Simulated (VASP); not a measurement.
Data:

```
AlLa
1.0
    0.00000     3.50827     3.50827
    3.50827     0.00000     3.50827
    3.50827     3.50827     0.00000
La Al
1 1
Cartesian
  0.00000   0.00000   0.00000
  1.75414   1.75414   1.75414
```

All values below come from PBE GGA, VASP's PBE PAW potentials (set 64) (plane waves; VASP). Numerical set-up: 400 eV cut-off, Gaussian smearing of 0.050 eV, potentials La Al.

Q: Give the energies of bands 5 to 10 at the high-symmetry points, in eV from the Fermi level.

A: 
| band | Γ | X | U | L | W |
|---|---|---|---|---|---|
| 5 | -5.04 | -3.75 | -3.78 | -4.11 | -3.75 |
| 6 | -0.39 | -1.43 | -1.01 | -0.73 | -0.74 |
| 7 | -0.39 | 0.78 | 0.22 | -0.08 | -0.26 |
| 8 | -0.39 | 0.88 | 0.58 | -0.08 | 0.62 |
| 9 | 1.39 | 0.88 | 0.82 | 1.60 | 0.94 |
| 10 | 1.73 | 1.62 | 1.61 | 1.62 | 1.65 |

It has no gap at this level: it comes out as a metal or semimetal.

The structure was generated: LaAl was put into the zinc blende type (F-43m), which need not be its known phase. It was relaxed first, which changed the volume by -21 %.
